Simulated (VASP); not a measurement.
Computed with rev-vdW-DF2, VASP's PBE PAW potentials (set 64) (plane waves; VASP 6.6.1).

VASP ran on this input.

### INCAR
```
SYSTEM = Fe
PREC = Accurate; ENCUT = 520; LREAL = .False.
LASPH = .True.; ICHARG = 11
EDIFF = 1E-7; NELM = 100; ALGO = Normal
LMAXMIX = 4
ISMEAR = 0; SIGMA = 0.05
GGA = MK; LUSE_VDW = .True.; AGGAC = 0.0
PARAM1 = 0.1234568; PARAM2 = 0.7114; ZAB_VDW = -1.8867
ISPIN = 2; MAGMOM = 2.1
LWAVE = .False.; LCHARG = .False.; LORBIT = 11
```

### POSCAR
```
Fe
1
   -1.4023136652     1.4023136652     1.4023136652
    1.4023136652    -1.4023136652     1.4023136652
    1.4023136652     1.4023136652    -1.4023136652
Fe
1
Direct
  0.0000000000   0.0000000000   0.0000000000
```

**KPOINTS**
```
k-points along high-symmetry lines
15
Line-mode
Reciprocal
  0.000000   0.000000   0.000000 ! GAMMA
  0.500000  -0.500000   0.500000 ! H

  0.500000  -0.500000   0.500000 ! H
  0.000000  -0.000000   0.500000 ! N

  0.000000  -0.000000   0.500000 ! N
  0.000000   0.000000   0.000000 ! GAMMA

  0.000000   0.000000   0.000000 ! GAMMA
  0.250000   0.250000   0.250000 ! P

  0.250000   0.250000   0.250000 ! P
  0.500000  -0.500000   0.500000 ! H

  0.250000   0.250000   0.250000 ! P
  0.000000  -0.000000   0.500000 ! N
```

POTCAR, in this order: Fe (PBE.64 set). Program: vasp_std. Read from the step before: CHGCAR.

Output of the run:

### OUTCAR
```
 ion  position               nearest neighbor table
   1  0.000  0.000  0.000-
  LATTYP: Found a body centered cubic cell.
 ALAT       =     2.8046273304
 Subroutine PRICEL returns:
 Original cell was already a primitive cell.
 Subroutine GETGRP returns: Found 48 space group operations
The static configuration has the point symmetry O_h .
The dynamic configuration has the point symmetry O_h .
The overall configuration has the point symmetry O_h .
 Subroutine INISYM returns: Found 48 space group operations
   k-points           NKPTS =     90   k-points in BZ     NKDIM =     90   number of bands    NBANDS=      9
   number of dos      NEDOS =    301   number of ions     NIONS =      1
   total plane-waves  NPLWV =   5832
   dimension x,y,z NGX =    18 NGY =   18 NGZ =   18
   dimension x,y,z NGXF=    36 NGYF=   36 NGZF=   36
   ions per type =               1
   PREC   = accura    normal or accurate (medium, high low for compatibility)
   ISTART =      0    job   : 0-new  1-cont  2-samecut
   ICHARG =     11    charge: 1-file 2-atom 10-const
   ISPIN  =      2    spin polarized calculation?
   LNONCOLLINEAR =      F non collinear calculations
   LSORBIT =      F    spin-orbit coupling
   INIWAV =      1    electr: 0-lowe 1-rand  2-diag
   ENCUT  =  520.0 eV  38.22 Ry    6.18 a.u.   4.52  4.52  4.52*2*pi/ulx,y,z
   NELM   =    100;   NELMIN=  2; NELMDL= -5     # of ELM steps
   EDIFF  = 0.1E-06   stopping-criterion for ELM
   LREAL  =      F    real-space projection
   NLSPLINE    = F    spline interpolate recip. space projectors
   LMAXMIX     =    4 max onsite mixed and CHGCAR
   VOSKOWN=      0    Vosko Wilk Nusair interpolation
   EDIFFG = 0.1E-05   stopping-criterion for IOM
   NSW    =      0    number of steps for IOM
   NBLOCK =      1;   KBLOCK =      1    inner block; outer block
   IBRION =     -1    ionic relax: 0-MD 1-quasi-New 2-CG
   NFREE  =      0    steps in history (QN), initial steepest desc. (CG)
   ISIF   =      2    stress and relaxation
   ISYM   =      2    0-nonsym 1-usesym 2-fastsym
   TEIN   =    0.0    initial temperature
   TEBEG  =    0.0;   TEEND  =   0.0 temperature during run
   SMASS  =  -3.00    Nose mass-parameter (am)
   PSTRESS=    0.0 pullay stress
   NELECT =       8.0000    total number of electrons
   EFERMI =   0.00;   METHOD = LEGACY
   ISMEAR =     0;   SIGMA  =   0.05  broadening in eV -4-tet -1-fermi 0-gaus
   IALGO  =     38    algorithm
   LDIAG  =      T    sub-space diagonalisation (order eigenvalues)
   IMIX   =      4    mixing-type and parameters
     AMIX     =   0.40;   BMIX     =  1.00
     AMIX_MAG =   1.60;   BMIX_MAG =  1.00
     AMIN     =   0.10
   GGA     = MK    functional components
   VOSKOWN =     0    Vosko Wilk Nusair interpolation
   LHFCALC =     F    Hartree Fock is set to
   LHFONE  =     F    Hartree Fock one center treatment
   AEXX    =    0.0000 exact exchange contribution
   LUSE_VDW   =     T    switch on vdW DFT
   IVDW    =     0    specifies the selected vdW correction
   LEPSILON=     F    determine dielectric tensor
   LRPA    =     F    only Hartree local field effects (RPA)
  energy-cutoff  :      520.00
  volume of cell :       11.03
      direct lattice vectors                 reciprocal lattice vectors
    -1.402313665  1.402313665  1.402313665     0.000000000  0.356553610  0.356553610
     1.402313665 -1.402313665  1.402313665     0.356553610  0.000000000  0.356553610
     1.402313665  1.402313665 -1.402313665     0.356553610  0.356553610  0.000000000
 k-point     1 :   0.0000 0.0000 0.0000  plane waves:     321
 k-point     2 :   0.0357-0.0357 0.0357  plane waves:     321
 k-point     3 :   0.0714-0.0714 0.0714  plane waves:     317
 k-point     4 :   0.1071-0.1071 0.1071  plane waves:     301
 k-point     5 :   0.1429-0.1429 0.1429  plane waves:     301
 k-point     6 :   0.1786-0.1786 0.1786  plane waves:     309
 k-point     7 :   0.2143-0.2143 0.2143  plane waves:     305
 k-point     8 :   0.2500-0.2500 0.2500  plane waves:     293
 k-point     9 :   0.2857-0.2857 0.2857  plane waves:     293
...
```

**OSZICAR**
```
       N       E                     dE             d eps       ncg     rms          rms(c)
DAV:   1     0.188777138744E+02    0.18878E+02   -0.42044E+03  3360   0.111E+03
DAV:   2    -0.632894871700E+01   -0.25207E+02   -0.23189E+02  3294   0.134E+02
DAV:   3    -0.666871918142E+01   -0.33977E+00   -0.33919E+00  3809   0.207E+01
DAV:   4    -0.666998908042E+01   -0.12699E-02   -0.12698E-02  3626   0.112E+00
DAV:   5    -0.667000085542E+01   -0.11775E-04   -0.11775E-04  3585   0.924E-02
DAV:   6    -0.667000101258E+01   -0.15717E-06   -0.15741E-06  3535   0.102E-02
DAV:   7    -0.667000101495E+01   -0.23659E-08   -0.22673E-08  2964   0.116E-03
   1 F= -.66700010E+01 E0= -.66684636E+01  d E =-.307484E-02  mag=     2.1196
```

**OUTCAR**
```



 magnetization (x)

# of ion       s       p       d       tot
------------------------------------------
    1       -0.007  -0.027   2.158   2.124
```
(Selected blocks of OUTCAR.)

### OUTCAR
```
 val. band max:        6.2058513564   @ k =   0.4643  -0.4643   0.5000

 cond. band min:       6.2158844654   @ k =   0.1786  -0.1786   0.1786



 spin component 1

 k-point     1 :       0.0000    0.0000    0.0000
  band No.  band energies     occupation
      1      -2.6037      1.00000
      2       3.6626      1.00000
      3       3.6626      1.00000
      4       3.6626      1.00000
      5       4.9937      1.00000
      6       4.9937      1.00000
      7      31.3531      0.00000
      8      31.3531      0.00000
      9      31.3531      0.00000

 k-point     2 :       0.0357   -0.0357    0.0357
  band No.  band energies     occupation
      1      -2.4951      1.00000
      2       3.6616      1.00000
      3       3.6616      1.00000
      4       3.6930      1.00000
      5       4.9435      1.00000
      6       5.0135      1.00000
      7      30.6480      0.00000
      8      31.2675      0.00000
      9      31.2675      0.00000

 k-point     3 :       0.0714   -0.0714    0.0714
  band No.  band energies     occupation
      1      -2.1745      1.00000
      2       3.6623      1.00000
      3       3.6623      1.00000
      4       3.7828      1.00000
      5       4.7951      1.00000
      6       5.0713      1.00000
      7      29.2736      0.00000
      8      30.8640      0.00000
      9      30.8641      0.00000

 k-point     4 :       0.1071   -0.1071    0.1071
  band No.  band energies     occupation
      1      -1.6582      1.00000
      2       3.6746      1.00000
      3       3.6746      1.00000
      4       3.9281      1.00000
      5       4.5553      1.00000
      6       5.1640      1.00000
      7      27.8670      0.00000
      8      29.9046      0.00000
      9      29.9046      0.00000

 k-point     5 :       0.1429   -0.1429    0.1429
  band No.  band energies     occupation
      1      -0.9781      1.00000
      2       3.7128      1.00000
...
```

The density is held fixed in this step, so its total energy and stress have no physical meaning.

The compound is Fe in the bcc structure. It was relaxed first, which changed the volume by -7 %.
